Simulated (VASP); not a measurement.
# Initial- and final-state core-level shifts of HW16N, part 2 of 3

Wanted: the chemical shifts that photoemission would resolve in HW16N.

VASP 6.6.1, plane waves and PAW; the level of theory is named at each step.

So far: Starting point; Relaxation.

### 2. Relaxation (continued)

Level of this step: LDA, no spin polarisation; plane waves and PAW (H, N, W) (VASP).

The steps of the relaxation (22 of 25):

```tsv
step	energy less that of the first step (eV)	largest force (eV/Å)
1	0.0000	1.6440
2	-0.2513	1.1680
3	-0.2681	1.2400
4	-0.2449	3.5527
6	-0.3461	1.1386
7	-0.3486	1.1422
8	-0.3769	1.1277
9	-0.3889	1.1196
10	-0.3812	1.3477
11	-0.3912	1.1503
12	-0.4076	1.1746
14	-0.4065	1.1704
15	-0.4129	1.1705
16	-0.4189	1.1782
17	-0.4202	1.1816
18	-0.4195	1.1876
19	-0.4204	1.1827
20	-0.4229	1.2039
22	-0.4229	1.2165
23	-0.4235	1.2114
24	-0.4239	1.2127
25	-0.4240	1.2133
```

The atoms that moved most (Å):

```tsv
atom	dx	dy	dz	length
W6	-0.035	0.021	-0.205	0.209
W4	0.031	-0.020	-0.200	0.203
H1	0.008	-0.010	-0.151	0.151
N2	0.009	-0.012	-0.149	0.149
W5	-0.004	0.055	-0.085	0.102
W3	0.000	-0.047	-0.083	0.095
W9	-0.013	-0.022	-0.053	0.059
W8	0.010	0.024	-0.051	0.057
```

The relaxed structure:

```
H N W
1.0
     6.34000    0.00000    0.00000
     3.17000    4.48306    0.00000
     0.00000    0.00000   24.20459
H N W
1 1 16
Cartesian
  0.8154 1.1106 16.5538
  0.8152 1.1091 15.5259
  -0.0003 -0.0467 14.1420
  3.2010 -0.0198 14.0247
  1.5814 2.2969 14.1396
  4.7199 2.2625 14.0194
  6.3401 2.2195 11.9456
  3.1799 2.2651 11.9322
  4.7420 -0.0222 11.9296
  1.5830 0.0237 11.9457
  0.0000 0.0000 9.7415
  3.1700 0.0000 9.7415
  1.5850 2.2415 9.7415
  4.7550 2.2415 9.7415
  6.3400 2.2415 7.5000
  3.1700 2.2415 7.5000
  4.7550 0.0000 7.5000
  1.5850 0.0000 7.5000
```

Numbers from this step:

* free energy (TOTEN): -228.7165 eV
* energy at zero smearing: -228.6882 eV
* Fermi energy: 0.0027 eV

The forces on the free atoms are under 0.05 eV/Å, while the fixed ones keep up to 1.2 eV/Å.

### 3. Initial state

The cell without a hole gives, with ICORELEVEL = 1, the Kohn-Sham core levels of the initial state.

INCAR reads:

```
SYSTEM = HW16N
PREC = Normal
ENCUT = 400
EDIFF = 1E-05
NELM = 120
ISMEAR = 0
SIGMA = 0.1
LREAL = Auto
ALGO = Fast
GGA = CA
NBANDS = 69
LASPH = .TRUE.
LORBIT = 11
LWAVE = .FALSE.
LCHARG = .FALSE.
KPAR = 2
NCORE = 4
ICORELEVEL = 1
ISIF = 0
LVHAR = .TRUE.
```

POSCAR reads:

```
HW16N
1.0
    6.3400000000      0.0000000000      0.0000000000
    3.1700000000      4.4830569927      0.0000000000
    0.0000000000      0.0000000000     24.2045854891
H N W
1 1 16
Direct
    0.0047334359      0.2477424691      0.6839131352
    0.0048866197      0.2473907583      0.6414451739
    0.0051532251      0.9895853821      0.5842712084
    0.5070954548      0.9955855818      0.5794222194
    0.9932498461      0.5123514285      0.5841698318
    0.4921145817      0.5046861046      0.5792042459
    0.7524706963      0.4950964465      0.4935250048
    0.2489391957      0.5052545646      0.4929741724
    0.7504267565      0.9950394214      0.4928662800
    0.2470474473      0.0052792361      0.4935299981
    0.0000000000      0.0000000000      0.4024662390
    0.5000000000      0.0000000000      0.4024662390
    0.0000000000      0.5000000000      0.4024662390
    0.5000000000      0.5000000000      0.4024662390
    0.7500000000      0.5000000000      0.3098586420
    0.2500000000      0.5000000000      0.3098586420
    0.7500000000      0.0000000000      0.3098586420
    0.2500000000      0.0000000000      0.3098586420
```

KPOINTS reads:

```
Automatic mesh
0
Gamma
4 5 1
0 0 0
```

PAW data sets: H, N and W (PBE family, release 64).

The run is started by

```
> mpirun -np 8 vasp_std
```

Output:

```text
[banner, memory and clock lines left out]
running    8 mpi-ranks, on    1 nodes
 distrk:  each k-point on    4 cores,    2 groups
 distr:  one band on    4 cores,    1 groups

 POSCAR found type information on POSCAR H N W
 POSCAR found :  3 types and      18 ions
 [... a notice as in an earlier step ...]

 LDA part: xc-table for (Slater(with rela. corr.)+CA(PZ))
 , standard interpolation
|                                                                             |
|           W    W    AA    RRRRR   N    N  II  N    N   GGGG   !!!           |
|           W    W   A  A   R    R  NN   N  II  NN   N  G    G  !!!           |
|           W    W  A    A  R    R  N N  N  II  N N  N  G       !!!           |
|           W WW W  AAAAAA  RRRRR   N  N N  II  N  N N  G  GGG   !            |
|           WW  WW  A    A  R   R   N   NN  II  N   NN  G    G                |
|           W    W  A    A  R    R  N    N  II  N    N   GGGG   !!!           |
|                                                                             |
|     Your reciprocal lattice and k-lattice belong to different lattice       |
|     classes:                                                                |
|                                                                             |
|        The reciprocal lattice is base centered orthorhombic,                |
|        whereas your k-lattice is simple monoclinic.                         |
|                                                                             |
|     Results are often still useful ...                                      |
|                                                                             |

 POSCAR, INCAR and KPOINTS ok, starting setup
 FFT: planning ... GRIDC
 FFT: planning ... GRID_SOFT
 FFT: planning ... GRID
 WAVECAR not read
 entering main loop
       N       E                     dE             d eps       ncg     rms          rms(c)
DAV:   1     0.472023537211E+03    0.47202E+03   -0.33701E+04  1518   0.963E+02
DAV:   2    -0.169031199883E+03   -0.64105E+03   -0.60626E+03  2109   0.246E+02
DAV:   3    -0.239490433603E+03   -0.70459E+02   -0.67837E+02  1860   0.804E+01
DAV:   4    -0.244418670841E+03   -0.49282E+01   -0.48239E+01  2404   0.177E+01
DAV:   5    -0.244564366105E+03   -0.14570E+00   -0.14451E+00  2300   0.341E+00    0.893E+01
RMM:   6    -0.234692698122E+03    0.98717E+01   -0.34015E+01  1830   0.157E+01    0.370E+01
RMM:   7    -0.323234916081E+03   -0.88542E+02   -0.14571E+02  2353   0.209E+01    0.335E+01
RMM:   8    -0.229742655618E+03    0.93492E+02   -0.56969E+01  2063   0.173E+01    0.133E+01
RMM:   9    -0.229076284774E+03    0.66637E+00   -0.93225E+00  2122   0.799E+00    0.579E+00
RMM:  10    -0.228691563572E+03    0.38472E+00   -0.22658E+00  2207   0.355E+00    0.419E+00
RMM:  11    -0.228695873028E+03   -0.43095E-02   -0.61913E-01  2390   0.163E+00    0.299E+00
RMM:  12    -0.228679037257E+03    0.16836E-01   -0.16691E-01  2088   0.908E-01    0.134E+00
RMM:  13    -0.228676413735E+03    0.26235E-02   -0.49234E-02  2201   0.560E-01    0.522E-01
RMM:  14    -0.228676584252E+03   -0.17052E-03   -0.24529E-02  2413   0.290E-01    0.153E-01
RMM:  15    -0.228677143384E+03   -0.55913E-03   -0.51619E-03  2286   0.147E-01    0.123E-01
RMM:  16    -0.228677583180E+03   -0.43980E-03   -0.14101E-03  2417   0.764E-02    0.809E-02
RMM:  17    -0.228678383022E+03   -0.79984E-03   -0.43832E-04  2067   0.455E-02    0.455E-02
RMM:  18    -0.228679362415E+03   -0.97939E-03   -0.51267E-04  2060   0.431E-02    0.285E-02
RMM:  19    -0.228679861990E+03   -0.49957E-03   -0.25646E-04  2148   0.304E-02    0.277E-02
RMM:  20    -0.228680208985E+03   -0.34700E-03   -0.68941E-05  1620   0.181E-02    0.182E-02
RMM:  21    -0.228680498430E+03   -0.28944E-03   -0.75975E-05  1591   0.166E-02    0.117E-02
RMM:  22    -0.228680574268E+03   -0.75838E-04   -0.22203E-05  1286   0.108E-02    0.699E-03
RMM:  23    -0.228680622952E+03   -0.48684E-04   -0.74417E-06  1100   0.677E-03    0.454E-03
RMM:  24    -0.228680720607E+03   -0.97656E-04   -0.65013E-06  1124   0.546E-03    0.340E-03
RMM:  25    -0.228680801073E+03   -0.80466E-04   -0.62846E-06  1039   0.450E-03    0.244E-03
RMM:  26    -0.228680853392E+03   -0.52318E-04   -0.68684E-06  1069   0.445E-03    0.240E-03
RMM:  27    -0.228680889524E+03   -0.36133E-04   -0.33831E-06   749   0.337E-03    0.150E-03
RMM:  28    -0.228680913068E+03   -0.23544E-04   -0.31480E-06   791   0.329E-03    0.600E-04
RMM:  29    -0.228680919946E+03   -0.68780E-05   -0.11706E-06   570   0.260E-03
   1 F= -.22868092E+03 E0= -.22865004E+03  d E =-.617553E-01
```

It took 31 s on 8 MPI ranks of Intel Xeon 6975P-C (Granite Rapids), shared host; peak memory 1.7 GiB.

Parts of OUTCAR (step 3):

```text
The static configuration has the point symmetry C_1 .

 Found     11 irreducible k-points:

   k-points           NKPTS =     11   k-points in BZ     NKDIM =     11   number of bands    NBANDS=     69

   NELECT =     102.0000    total number of electrons

 the core state eigenenergies are
   1-
   2-  1s   -377.4103
   3-  1s -69462.6322  2s -11983.4500  2p -10477.0389  3s  -2756.1691  3p  -2310.2810
       3d  -1798.2420  4s   -564.6530  4p   -418.4365  4d   -233.3133  4f    -28.2038
       5s    -73.8749  5p    -38.1008
   4-  1s -69462.6147  2s -11983.4038  2p -10476.9950  3s  -2756.1192  3p  -2310.2312
       3d  -1798.1910  4s   -564.5974  4p   -418.3802  4d   -233.2555  4f    -28.1428
       5s    -73.8012  5p    -38.0202
   5-  1s -69462.6145  2s -11983.4327  2p -10477.0215  3s  -2756.1527  3p  -2310.2646
       3d  -1798.2255  4s   -564.6379  4p   -418.4215  4d   -233.2985  4f    -28.1896
       5s    -73.8633  5p    -38.0907
   6-  1s -69462.5953  2s -11983.3852  2p -10476.9763  3s  -2756.1018  3p  -2310.2138
       3d  -1798.1734  4s   -564.5819  4p   -418.3648  4d   -233.2403  4f    -28.1284
       5s    -73.7904  5p    -38.0114
   7-  1s -69462.5145  2s -11983.3434  2p -10476.9309  3s  -2756.0779  3p  -2310.1897
       3d  -1798.1490  4s   -564.5847  4p   -418.3707  4d   -233.2504  4f    -28.1505
       5s    -73.8670  5p    -38.1178
   8-  1s -69462.4172  2s -11983.2500  2p -10476.8370  3s  -2755.9901  3p  -2310.1019
       3d  -1798.0604  4s   -564.5054  4p   -418.2923  4d   -233.1731  4f    -28.0766
       5s    -73.8096  5p    -38.0691
   9-  1s -69462.4207  2s -11983.2534  2p -10476.8405  3s  -2755.9932  3p  -2310.1050
       3d  -1798.0636  4s   -564.5080  4p   -418.2948  4d   -233.1755  4f    -28.0788
       5s    -73.8107  5p    -38.0695
  10-  1s -69462.5193  2s -11983.3481  2p -10476.9356  3s  -2756.0822  3p  -2310.1941
       3d  -1798.1533  4s   -564.5886  4p   -418.3744  4d   -233.2541  4f    -28.1540
       5s    -73.8695  5p    -38.1197
  11-  1s -69462.7224  2s -11983.5405  2p -10477.1292  3s  -2756.2584  3p  -2310.3702
       3d  -1798.3315  4s   -564.7402  4p   -418.5235  4d   -233.4001  4f    -28.2899
       5s    -73.9578  5p    -38.1819
  12-  1s -69462.6971  2s -11983.5164  2p -10477.1051  3s  -2756.2359  3p  -2310.3477
       3d  -1798.3088  4s   -564.7200  4p   -418.5035  4d   -233.3804  4f    -28.2711
       5s    -73.9433  5p    -38.1695
  13-  1s -69462.7238  2s -11983.5417  2p -10477.1305  3s  -2756.2596  3p  -2310.3714
       3d  -1798.3327  4s   -564.7413  4p   -418.5245  4d   -233.4011  4f    -28.2909
       5s    -73.9585  5p    -38.1825
  14-  1s -69462.6979  2s -11983.5172  2p -10477.1058  3s  -2756.2365  3p  -2310.3483
       3d  -1798.3094  4s   -564.7204  4p   -418.5039  4d   -233.3808  4f    -28.2714
       5s    -73.9432  5p    -38.1692
  15-  1s -69462.9105  2s -11983.6862  2p -10477.2795  3s  -2756.3659  3p  -2310.4779
[...]
3d  -1798.4435  4s   -564.7913  4p   -418.5684  4d   -233.4373  4f    -28.3024
       5s    -73.8547  5p    -38.0107

 E-fermi :   0.0351

 k-point     1 :       0.0000    0.0000    0.0000
  band No.  band energies     occupation
    ...
     42      -1.1642      2.00000
     43      -1.0104      2.00000
     44      -0.8862      2.00000
     45      -0.8709      2.00000
     46      -0.1416      1.98754
     47       0.5401      0.00000
     48       0.6154      0.00000
     49       0.7239      0.00000
     50       0.7805      0.00000
     51       0.8444      0.00000
    ...

 k-point     2 :       0.2500    0.0000    0.0000
  band No.  band energies     occupation
    ...
     47      -0.2954      2.00000
     48      -0.2379      1.99989
     49      -0.1997      1.99910
     50      -0.1287      1.97940
     51      -0.0368      1.69043
     52       0.5143      0.00000
     53       0.7128      0.00000
     54       0.8807      0.00000
     55       1.0591      0.00000
     56       1.2366      0.00000
    ...

 POSITION                                       TOTAL-FORCE (eV/Angst)
 -----------------------------------------------------------------------------------
      0.81535      1.11064     16.55383         0.020538     -0.013750      0.012882
      0.81521      1.10907     15.52591         0.022687     -0.010754     -0.011076
      3.16966      4.43637     14.14204        -0.068921     -0.035394     -0.009525
      6.37099      4.46327     14.02467        -0.012937      0.068265     -0.076901
      7.92136      2.29690     14.13959         0.062568      0.048082     -0.001732
      4.71986      2.26254     14.01940        -0.002650     -0.073846     -0.094866
      6.34012      2.21955     11.94557        -0.023504     -0.018154      0.064598
      3.17993      2.26509     11.93224        -0.059984      0.028163      0.118285
      7.91198      4.46082     11.92962         0.050187     -0.024754      0.119667
      1.58302      0.02367     11.94569         0.022400      0.023220      0.064856
      0.00000      0.00000      9.74153         0.033040      0.056424     -1.233325
      3.17000      0.00000      9.74153         0.067842      0.019838     -0.997453
      1.58500      2.24153      9.74153        -0.038545     -0.060611     -1.242171
      4.75500      2.24153      9.74153        -0.072897     -0.002943     -1.010055
      6.34000      2.24153      7.50000         0.094256     -0.002070      1.054549
      3.17000      2.24153      7.50000         0.034403      0.021207      1.094672
      4.75500      0.00000      7.50000        -0.035061     -0.017328      1.096757
      1.58500      0.00000      7.50000        -0.093424     -0.005591      1.050839
 -----------------------------------------------------------------------------------
    total drift:                               -0.008874      0.007850     -0.061646

  FREE ENERGIE OF THE ION-ELECTRON SYSTEM (eV)
  ---------------------------------------------------
  free  energy   TOTEN  =      -228.6809199458 eV

  energy  without entropy=     -228.6191646577  energy(sigma->0) =     -228.65004230

 total charge
# of ion       s       p       d       tot
------------------------------------------
    1        0.605   0.076   0.000   0.681
    2        1.248   2.491   0.000   3.739
    3        0.677   0.673   4.283   5.633
    4        0.672   0.539   4.225   5.435
    5        0.678   0.673   4.286   5.637
    6        0.674   0.540   4.228   5.441
    7        0.676   0.708   4.321   5.706
    8        0.682   0.716   4.337   5.735
    9        0.682   0.716   4.335   5.732
   10        0.676   0.708   4.320   5.704
   11        0.664   0.685   4.268   5.617
   12        0.666   0.687   4.270   5.624
   13        0.664   0.685   4.268   5.616
   14        0.666   0.687   4.270   5.623
   15        0.660   0.523   4.081   5.264
   16        0.660   0.523   4.082   5.265
   17        0.660   0.523   4.081   5.265
   18        0.660   0.523   4.081   5.264
--------------------------------------------------
tot         12.571  12.676  67.734  92.981

[... 5 parts as in an earlier step ...]

[... 6 further parts left out ...]
```

This step gave:

```
free energy (TOTEN)     : -228.6809 eV
energy at zero smearing : -228.6500 eV
Fermi energy            : 0.0351 eV
```

(Part 2 of 3 ends here.)

[Lines on the potential files, build, host, timing and source positions are cut from VASP's logs without a mark.]

[Logs are printed without paths, hosts, clocks, repeated set-up lines and the standing remarks that a program may print on its own settings, such as how far it seeks lower states.]

[Hosts, paths, dates, database ids (printed as entryN), source tags and the programs' standing remarks are cut or masked in the printed files.]
